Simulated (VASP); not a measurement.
VASP ran on this input.

### KPOINTS
```
Regular mesh
0
gamma
  8 8 8
```

**INCAR**
```
ALGO = Normal
EDIFF = 1E-7
ENCUT = 600
ISIF = 2
ISMEAR = 0
LASPH = T
LCHARG = F
LMAXMIX = 4
LMIXTAU = T
LREAL = F
LWAVE = F
METAGGA = R2SCAN
NELM = 100
PREC = Accurate
SIGMA = 0.05
SYSTEM = SrO
```

File POSCAR:
```
SrO
3.6186790
  0.0000000000   0.7071068270   0.7071068270
  0.7071068270   0.0000000000   0.7071068270
  0.7071068270   0.7071068270   0.0000000000
Sr O
1 1
Cart
  0.0000000000   0.0000000000   0.0000000000
  0.7071068270   0.7071068270   0.7071068270
```

POTCAR, in this order: Sr_sv O (PBE.64 set). Program: vasp_std.

Translate this r2SCAN calculation to Ansatz.

One equivalent input (not run):
Ansatz 0.2 input:
```yaml
crystal:
  lattice:
    - [0.0000000, 2.5587926, 2.5587926]
    - [2.5587926, 0.0000000, 2.5587926]
    - [2.5587926, 2.5587926, 0.0000000]
  atoms:
    - { symbol: Sr, position: [0.0000000, 0.0000000, 0.0000000] }
    - { symbol: O, position: [0.5000000, 0.5000000, 0.5000000] }
kpoints:
  mp_grid: { grid: [8, 8, 8] }
hamiltonian:
  xc: r2scan
  pseudopotentials: { kind: paw }
scf:
  occupations: { method: gaussian, width: 0.05 }
  max_iter: 100
output: { forces: true, stress: true, eigenvalues: true }
```
What does not carry over: each code has its own PAW files, so the cut-off isn't converted (ENCUT is set for VASP's; basis.ecutwfc is left out, and Ansatz then takes the one that its files recommend); Ansatz stops its SCF on the density residual and VASP on the energy change (EDIFF).

The compound is SrO in the rock salt structure. This cell was strained or had an atom moved on purpose.
